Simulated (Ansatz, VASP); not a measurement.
**ZnS (Wurtzite-2H): VASP beside Ansatz**

Aim: how closely do two programs agree when they are given the same cell, functional and k mesh? The cell is taken from a series of runs on this material, whose earlier steps may have relaxed, scaled, displaced or heated it; both programs get it as it stands.

Main program and level: Ansatz 0.2.0; plane waves, with VASP 6.6.1 beside it; zone-centre phonons at PBE.

## Step 1: The structure

The structure is hexagonal, space group P6_3mc (No. 186). Conventional cell: a = 3.897 Å, b = 3.897 Å, c = 6.385 Å, α = 90.00°, β = 90.00°, γ = 120.00°. S has 4 Zn at 2.39 Å nearest. Nearest to Zn lie 4 S at 2.39 Å. Farther neighbours and most contacts between anions are not listed.

## Step 2: VASP: zone-centre phonons, PBE

Second derivatives magnify differences that forces hide, and they need a tight electronic threshold.

Lines of VASP's logs that name or quote its potential files are left out, and so is its time.

Contents of INCAR:

```
SYSTEM = ZnS
PREC = Accurate
ENCUT = 500
EDIFF = 1E-08
NELM = 120
ISMEAR = 0
SIGMA = 0.01
LREAL = .FALSE.
ALGO = Normal
GGA = PE
NBANDS = 24
LORBIT = 11
LWAVE = .FALSE.
LCHARG = .FALSE.
ISIF = 2
IBRION = 8
LEPSILON = .TRUE.
LASPH = .TRUE.
GGA_COMPAT = .FALSE.
EFERMI = MIDGAP
KPAR = 2
```

Contents of POSCAR:

```
ZnS
1.0
    3.8970158654      0.0000000000      0.0000000000
   -1.9485079327      3.3749147383      0.0000000000
    0.0000000000      0.0000000000      6.3848146651
S Zn
2 2
Direct
    0.3333333334      0.6666666668      0.3799447620
    0.6666666668      0.3333333334      0.8799447620
    0.3333333334      0.6666666668      0.0050552380
    0.6666666668      0.3333333334      0.5050552380
```

Contents of KPOINTS:

```
Automatic mesh
0
Gamma
12 12 8
0 0 0
```

Potentials, in the order of the species: S and Zn (PBE family, release 64).

Run with:

```console
> mpirun -np 2 vasp_std
```

Numbers of over 12 decimals in the logs are rounded to 6 here.

Output:

```text
[banner, memory and clock lines left out]
running    2 mpi-ranks, on    1 nodes
 distrk:  each k-point on    1 cores,    2 groups
 distr:  one band on    1 cores,    1 groups

 POSCAR found type information on POSCAR S Zn
 POSCAR found :  2 types and       4 ions
 LDA part: xc-table for (Slater+PW92), standard interpolation
 POSCAR, INCAR and KPOINTS ok, starting setup
 FFT: planning ... GRIDC
 FFT: planning ... GRID_SOFT
 FFT: planning ... GRID
 WAVECAR not read
 entering main loop
       N       E                     dE             d eps       ncg     rms          rms(c)
DAV:   1     0.230205800805E+03    0.23021E+03   -0.16949E+04  4560   0.173E+03
DAV:   2     0.649146835509E+01   -0.22371E+03   -0.21667E+03  4872   0.353E+02
DAV:   3    -0.141130438602E+02   -0.20605E+02   -0.20495E+02  5664   0.108E+02
DAV:   4    -0.145214165788E+02   -0.40837E+00   -0.40812E+00  5424   0.160E+01
DAV:   5    -0.145289936138E+02   -0.75770E-02   -0.75766E-02  5816   0.203E+00    0.872E+00
DAV:   6    -0.136658901506E+02    0.86310E+00   -0.18533E+00  7072   0.386E+01    0.687E+00
DAV:   7    -0.136777805773E+02   -0.11890E-01   -0.14117E+00  5312   0.676E+00    0.323E+00
DAV:   8    -0.136698578007E+02    0.79228E-02   -0.69710E-02  6088   0.333E+00    0.925E-01
DAV:   9    -0.136702910632E+02   -0.43326E-03   -0.11450E-02  6448   0.203E+00    0.231E-01
DAV:  10    -0.136704921595E+02   -0.20110E-03   -0.12539E-03  5496   0.356E-01    0.115E-01
DAV:  11    -0.136707467976E+02   -0.25464E-03   -0.46197E-04  5224   0.129E-01    0.102E-01
DAV:  12    -0.136707425498E+02    0.42478E-05   -0.14517E-05  5624   0.553E-02    0.892E-03
DAV:  13    -0.136707455762E+02   -0.30264E-05   -0.49001E-06  5328   0.198E-02    0.447E-03
DAV:  14    -0.136707456578E+02   -0.81595E-07   -0.39479E-07  5728   0.525E-03    0.268E-03
DAV:  15    -0.136707456577E+02    0.15143E-09   -0.16370E-08  4360   0.100E-03
   1 F= -.13670746E+02 E0= -.13670746E+02  d E =0.000000E+00
 Linear response reoptimize wavefunctions to high precision
DAV:   1    -0.136707456535E+02    0.41350E-08   -0.11136E-08  5432   0.129E-03
DAV:   2    -0.136707456536E+02   -0.11005E-09   -0.11203E-09  3488   0.238E-04
DAV:   3    -0.136707456537E+02   -0.24102E-10   -0.12612E-10  3008   0.806E-05
 Linear response G [H, r] |phi>, progress :
  Direction:   1
       N       E                     dE             d eps       ncg     rms
RMM:   1    -0.838513224111E+02   -0.83851E+02    0.40294E+02  8580   0.879E+01
RMM:   2    -0.909531739625E+02   -0.71019E+01   -0.24095E+01  7582   0.314E+01
RMM:   3    -0.914481400998E+02   -0.49497E+00   -0.14516E+00  8132   0.773E+00
RMM:   4    -0.914638939545E+02   -0.15754E-01   -0.61039E-02  8290   0.156E+00
RMM:   5    -0.914651074526E+02   -0.12135E-02   -0.63081E-03  8379   0.406E-01
RMM:   6    -0.914653164949E+02   -0.20904E-03   -0.86871E-04  8481   0.117E-01
RMM:   7    -0.914653603463E+02   -0.43851E-04   -0.33062E-04  8598   0.374E-02
RMM:   8    -0.914653567128E+02    0.36335E-05   -0.12358E-04  8696   0.128E-02
RMM:   9    -0.914653529817E+02    0.37312E-05   -0.20975E-05  8769   0.527E-03
RMM:  10    -0.914653504543E+02    0.25274E-05   -0.65320E-05  7662   0.274E-03
RMM:  11    -0.914653493620E+02    0.10922E-05    0.42230E-05  6386   0.178E-03
RMM:  12    -0.914653504347E+02   -0.10726E-05   -0.74872E-05  5888   0.149E-03
RMM:  13    -0.914653493437E+02    0.10910E-05    0.57818E-05  5698   0.129E-03
RMM:  14    -0.914653500577E+02   -0.71399E-06   -0.30974E-05  5591   0.129E-03
RMM:  15    -0.914653497041E+02    0.35352E-06    0.53225E-05  5479   0.124E-03
RMM:  16    -0.914653498374E+02   -0.13328E-06   -0.61295E-06  5405   0.126E-03
 Linear response G [H, r] |phi>, progress :
  Direction:   2
       N       E                     dE             d eps       ncg     rms
RMM:   1    -0.974028535459E+02   -0.97403E+02    0.24085E+02  8688   0.852E+01
RMM:   2    -0.101437752592E+03   -0.40349E+01   -0.19699E+01  7536   0.303E+01
RMM:   3    -0.101900553424E+03   -0.46280E+00   -0.11072E+00  8130   0.707E+00
RMM:   4    -0.101920428083E+03   -0.19875E-01   -0.36931E-02  8191   0.145E+00
RMM:   5    -0.101922193858E+03   -0.17658E-02   -0.44216E-03  8314   0.390E-01
RMM:   6    -0.101922431545E+03   -0.23769E-03   -0.62566E-04  8403   0.114E-01
RMM:   7    -0.101922484560E+03   -0.53015E-04   -0.51770E-04  8563   0.369E-02
RMM:   8    -0.101922471570E+03    0.12990E-04   -0.24982E-04  8672   0.133E-02
RMM:   9    -0.101922456147E+03    0.15423E-04   -0.88288E-05  8734   0.528E-03
RMM:  10    -0.101922450117E+03    0.60296E-05   -0.77490E-07  7636   0.259E-03
RMM:  11    -0.101922445121E+03    0.49962E-05    0.24512E-05  6433   0.153E-03
RMM:  12    -0.101922441209E+03    0.39127E-05    0.11981E-04  5819   0.112E-03
RMM:  13    -0.101922440068E+03    0.11407E-05    0.59515E-05  5626   0.957E-04
RMM:  14    -0.101922440019E+03    0.48566E-07    0.10686E-04  5444   0.895E-04
[...]
change of polarisation eV/A/(eV/A) component  1 :     2.250    -0.110     0.000
 dielectric tensor                  component  1 :     5.848    -0.236     0.000
 Linear response to external field, progress :
  Direction:   2
       N       E                     dE             d eps       ncg     rms          rms(c)
RMM:   1    -0.114858218602E+01   -0.11486E+01   -0.44979E+00 22824   0.457E+00
[...]
Linear response progress:
  Degree of freedom:   1/  4
       N       E                     dE             d eps       ncg     rms          rms(c)
RMM:   1    -0.108410954780E+00   -0.10841E+00    0.43664E-02 70429   0.185E+00
RMM:   2    -0.105477643131E+00    0.29333E-02   -0.61075E-03 43133   0.573E-01    0.151E-01
RMM:   3    -0.105886680453E+00   -0.40904E-03   -0.39181E-04 48585   0.132E-01    0.724E-02
RMM:   4    -0.106290644355E+00   -0.40396E-03   -0.69628E-05 48194   0.457E-02    0.184E-02
RMM:   5    -0.106375321264E+00   -0.84677E-04   -0.65919E-06 50252   0.140E-02    0.927E-03
RMM:   6    -0.106355599527E+00    0.19722E-04   -0.10741E-06 50020   0.432E-03    0.378E-03
RMM:   7    -0.106366414805E+00   -0.10815E-04   -0.65068E-08 47412   0.178E-03    0.456E-04
RMM:   8    -0.106364253707E+00    0.21611E-05   -0.79397E-08 50668   0.553E-04    0.108E-04
RMM:   9    -0.106362997810E+00    0.12559E-05   -0.51255E-08 47971   0.248E-04    0.759E-05
RMM:  10    -0.106363494702E+00   -0.49689E-06    0.74017E-10 48858   0.945E-05    0.167E-05
RMM:  11    -0.106363769498E+00   -0.27480E-06   -0.39820E-08 49822   0.539E-05    0.932E-06
RMM:  12    -0.106363719256E+00    0.50243E-07   -0.16022E-08 51311   0.279E-05    0.161E-06
RMM:  13    -0.106363725014E+00   -0.57582E-08   -0.29076E-08 44613   0.193E-05    0.213E-06
 first order change of Fermi-energy  -0.89072E-01
 force on displaced ion       1 direction 1 :  -5.311   0.000   0.000
 Born effective charge ion    1 direction 1 :  -2.031  -0.000  -0.000
 Linear response progress:
  Degree of freedom:   2/  4
       N       E                     dE             d eps       ncg     rms          rms(c)
RMM:   1    -0.126063112496E+00   -0.12606E+00    0.53700E-02 16309   0.186E+00
RMM:   2    -0.122539949230E+00    0.35232E-02   -0.63092E-03  9581   0.636E-01    0.165E-01
RMM:   3    -0.122776845383E+00   -0.23690E-03   -0.62455E-04 10996   0.157E-01    0.791E-02
RMM:   4    -0.123018118734E+00   -0.24127E-03   -0.80415E-05 10171   0.557E-02    0.271E-02
RMM:   5    -0.123065678333E+00   -0.47560E-04   -0.73853E-06 11161   0.195E-02    0.853E-03
RMM:   6    -0.123056680069E+00    0.89983E-05    0.88024E-07 11360   0.418E-03    0.467E-03
RMM:   7    -0.123061355745E+00   -0.46757E-05   -0.67290E-09 11166   0.168E-03    0.768E-04
RMM:   8    -0.123061732070E+00   -0.37633E-06    0.18832E-07 10316   0.717E-04    0.212E-04
RMM:   9    -0.123061739244E+00   -0.71734E-08    0.12233E-07 11169   0.267E-04    0.680E-05
RMM:  10    -0.123061853286E+00   -0.11404E-06    0.17627E-07 11643   0.914E-05    0.339E-05
RMM:  11    -0.123061819250E+00    0.34037E-07    0.19918E-07 11262   0.448E-05    0.101E-05
RMM:  12    -0.123061815287E+00    0.39624E-08    0.15169E-07 10450   0.367E-05    0.443E-06
RMM:  13    -0.123061834764E+00   -0.19476E-07    0.14661E-07 11277   0.237E-05    0.129E-06
RMM:  14    -0.123061846892E+00   -0.12129E-07    0.12703E-07  9701   0.204E-05    0.461E-07
RMM:  15    -0.123061843469E+00    0.34230E-08    0.13997E-07  7684   0.189E-05    0.160E-07
RMM:  16    -0.123061844882E+00   -0.14130E-08    0.12727E-07  7588   0.188E-05    0.124E-07
RMM:  17    -0.123061843717E+00    0.11652E-08    0.13323E-07  6348   0.186E-05    0.213E-08
 first order change of Fermi-energy  -0.74732E-01
 force on displaced ion       1 direction 3 :   0.000   0.000  -7.689
 Born effective charge ion    1 direction 3 :   0.000  -0.000  -2.131
 Linear response progress:
  Degree of freedom:   3/  4
       N       E                     dE             d eps       ncg     rms          rms(c)
RMM:   1    -0.212247605853E+00   -0.21225E+00   -0.17690E-02 41556   0.176E+00
RMM:   2    -0.210179506257E+00    0.20681E-02   -0.33775E-03 43578   0.366E-01    0.111E-01
RMM:   3    -0.209880456383E+00    0.29905E-03   -0.84641E-05 50118   0.600E-02    0.655E-02
RMM:   4    -0.209456090765E+00    0.42437E-03   -0.14375E-05 49697   0.261E-02    0.356E-03
RMM:   5    -0.209435052400E+00    0.21038E-04   -0.17349E-06 51108   0.416E-03    0.176E-03
RMM:   6    -0.209427090103E+00    0.79623E-05   -0.74688E-07 50313   0.270E-03    0.416E-04
RMM:   7    -0.209427912543E+00   -0.82244E-06   -0.30410E-07 51839   0.521E-04    0.187E-04
RMM:   8    -0.209427335023E+00    0.57752E-06   -0.23308E-07 49788   0.426E-04    0.373E-05
RMM:   9    -0.209427253144E+00    0.81879E-07   -0.76660E-08 52081   0.108E-04    0.243E-05
RMM:  10    -0.209427295592E+00   -0.42448E-07   -0.39174E-08 50733   0.738E-05    0.475E-06
RMM:  11    -0.209427307142E+00   -0.11551E-07   -0.39389E-08 52289   0.359E-05    0.296E-06
RMM:  12    -0.209427324543E+00   -0.17400E-07   -0.21546E-08 47088   0.309E-05    0.748E-07
RMM:  13    -0.209427326717E+00   -0.21749E-08   -0.19597E-08 39021   0.271E-05    0.306E-07
 first order change of Fermi-energy  -0.15382E+00
 force on displaced ion       3 direction 1 :  -4.725   0.001   0.000
 Born effective charge ion    3 direction 1 :   2.031  -0.000   0.000
 Linear response progress:
  Degree of freedom:   4/  4
       N       E                     dE             d eps       ncg     rms          rms(c)
RMM:   1    -0.217685281931E+00   -0.21769E+00   -0.13920E-02  9423   0.178E+00
RMM:   2    -0.215499125614E+00    0.21862E-02   -0.33181E-03  9999   0.380E-01    0.130E-01
RMM:   3    -0.215074970493E+00    0.42416E-03   -0.17768E-04 11187   0.745E-02    0.699E-02
RMM:   4    -0.214635519730E+00    0.43945E-03   -0.82745E-05 11163   0.403E-02    0.194E-02
RMM:   5    -0.214497809287E+00    0.13771E-03   -0.15446E-05 11278   0.205E-02    0.728E-03
RMM:   6    -0.214502390930E+00   -0.45816E-05   -0.25637E-08 11381   0.546E-03    0.434E-03
RMM:   7    -0.214509480180E+00   -0.70892E-05   -0.48226E-07 10762   0.285E-03    0.386E-04
RMM:   8    -0.214509988413E+00   -0.50823E-06   -0.16832E-07 11141   0.680E-04    0.225E-04
RMM:   9    -0.214510492506E+00   -0.50409E-06   -0.20056E-08 11304   0.353E-04    0.567E-05
RMM:  10    -0.214510469801E+00    0.22705E-07    0.69631E-08 11742   0.125E-04    0.310E-05
RMM:  11    -0.214510536773E+00   -0.66972E-07    0.26017E-08 11705   0.516E-05    0.955E-06
RMM:  12    -0.214510595516E+00   -0.58744E-07    0.44927E-08 11317   0.401E-05    0.389E-06
RMM:  13    -0.214510597257E+00   -0.17405E-08    0.31201E-08 11204   0.250E-05    0.122E-06
 first order change of Fermi-energy   0.74673E-01
 force on displaced ion       3 direction 3 :  -0.000   0.000  -6.288
 Born effective charge ion    3 direction 3 :   0.000   0.000   2.131
 Born effective charges drift removed
 Linear response finished
```

(Continued in part 2 of 3.)

[Lines on the potential files, build, host, timing and source positions are cut from VASP's logs without a mark.]

[Logs are printed without paths, hosts, clocks, repeated set-up lines and the standing remarks that a program may print on its own settings, such as how far it seeks lower states.]

[Hosts, paths, dates, database ids (printed as entryN), source tags and the programs' standing remarks are cut or masked in the printed files.]
